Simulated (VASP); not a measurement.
The input files of a VASP run:

### POSCAR
```
Hf5Sc
1
    5.5614700000     0.0000000000     0.0000000000
   -2.7807350000     4.8163740000     0.0000000000
    0.0000000000     0.0000000000     5.0245000000
Hf Sc
5 1
Direct
  0.6605300000   0.0000000000   0.0000000000
  0.3394700000   0.3394700000   0.0000000000
  0.0000000000   0.6605300000   0.0000000000
  0.3333330000   0.6666670000   0.5000000000
  0.6666670000   0.3333330000   0.5000000000
  0.0000000000   0.0000000000   0.5000000000
```

**INCAR**
```
# general
SYSTEM   =  Hf5Sc
PREC     =  Accurate
ENCUT    =  300
LREAL    =  .False.   # projection in real space or not
LASPH    =  .True.   # aspherical one-centre terms

# electronic loop
EDIFF    =  1E-6
NELM     =  100   # most electronic steps
ALGO     =  Normal
LMAXMIX  =  6

# smearing
ISMEAR   =  0
SIGMA    =  0.1   # width (eV)

# functional
GGA      =  PS   # PBEsol

# ions
ISIF     =  2   # forces and stress, cell fixed

# output
LWAVE    =  .False.
LCHARG   =  .False.
```

### KPOINTS
```
Automatic
0
gamma
  5 5 5
```

POTCAR, in this order: Hf_pv Sc_sv (PBE.64 set). Program: vasp_std.

Question: Translate this PBEsol calculation to Ansatz.

Answer: One equivalent input (not run):
Ansatz 0.2 input:
```yaml
crystal:
  lattice:
    - [5.5614700, 0.0000000, 0.0000000]
    - [-2.7807350, 4.8163740, 0.0000000]
    - [0.0000000, 0.0000000, 5.0245000]
  atoms:
    - { symbol: Hf, position: [0.6605300, 0.0000000, 0.0000000] }
    - { symbol: Hf, position: [0.3394700, 0.3394700, 0.0000000] }
    - { symbol: Hf, position: [0.0000000, 0.6605300, 0.0000000] }
    - { symbol: Hf, position: [0.3333330, 0.6666670, 0.5000000] }
    - { symbol: Hf, position: [0.6666670, 0.3333330, 0.5000000] }
    - { symbol: Sc, position: [0.0000000, 0.0000000, 0.5000000] }
kpoints:
  mp_grid: { grid: [5, 5, 5] }
hamiltonian:
  xc: pbesol
  pseudopotentials: { kind: paw }
scf:
  occupations: { method: gaussian, width: 0.1 }
  max_iter: 100
output: { forces: true, stress: true, eigenvalues: true }
```
The two are equivalent in intent, not identical: each code has its own PAW files, so the cut-off isn't converted (ENCUT is set for VASP's; basis.ecutwfc is left out, and Ansatz then takes the one that its files recommend); Ansatz stops its SCF on the density residual and VASP on the energy change (EDIFF).

The structure comes from a computed database's Hf5Sc entry (P-62m); how it stands against other phases isn't given here. The cell was not relaxed at this level.
